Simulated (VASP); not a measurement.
An input for Ansatz (written as the equivalent of a VASP run, and not itself run):

Ansatz 0.2 input:
```yaml
crystal:
  lattice:
    - [3.5015394, -1.8832873, -0.0571804]
    - [3.5015394, 1.8832873, -0.0571804]
    - [2.5395202, 0.0000000, 3.0596821]
  atoms:
    - { symbol: As, position: [0.2307430, 0.2307430, 0.2307430] }
    - { symbol: As, position: [0.7692570, 0.7692570, 0.7692570] }
kpoints:
  mp_grid: { grid: [12, 12, 12] }
hamiltonian:
  xc: lda
  pseudopotentials: { kind: paw }
scf:
  occupations: { method: methfessel_paxton, width: 0.1 }
  max_iter: 100
relax:
  max_steps: 40
  f_tol: 0.02
  cell: { p_target: 5 }
output: { forces: true, stress: true, eigenvalues: true }
```

### Question
Write the VASP files for the same calculation (LDA).

### Answer
One answer among several that fit: 
POSCAR:
```
As
1
    3.5015394211    -1.8832873011    -0.0571804397
    3.5015394211     1.8832873011    -0.0571804397
    2.5395202170     0.0000000000     3.0596820858
As
2
Direct
  0.2307430342   0.2307430342   0.2307430342
  0.7692569658   0.7692569658   0.7692569658
```

### KPOINTS
```
K-points
0
Gamma
 12 12 12
0 0 0
```

INCAR:
```
LWAVE = .FALSE.
LREAL = .FALSE.
SYSTEM = As
ENCUT = 500   ! plane-wave cut-off (eV)
ISMEAR = 1
LMAXMIX = 4
SIGMA = 0.1   ! width (eV)
EDIFFG = -0.02   ! ionic stop
PREC = Accurate
EDIFF = 1E-6   ! SCF stop (eV)
NSW = 40   ! most ionic steps
IBRION = 2   ! conjugate gradients
LASPH = .TRUE.   ! aspherical one-centre terms
ALGO = Normal   ! blocked Davidson
LCHARG = .FALSE.
PSTRESS = 50
ISIF = 3   ! ions, shape and volume
NELM = 100   ! most electronic steps
```

POTCAR, in this order: As (LDA.64 set). Program: vasp_std.

Limits of the translation: each code has its own PAW files, so the cut-off isn't converted (ENCUT is set for VASP's; basis.ecutwfc is left out, and Ansatz then takes the one that its files recommend); Ansatz stops its SCF on the density residual and VASP on the energy change (EDIFF); Ansatz's lda is the Perdew-Wang form, while the LDA potentials of VASP carry Perdew-Zunger's.

The compound is As in the a7 structure. This run relaxes it under an external pressure of 5 GPa. Symmetry was kept, so distortions that lower it aren't found.
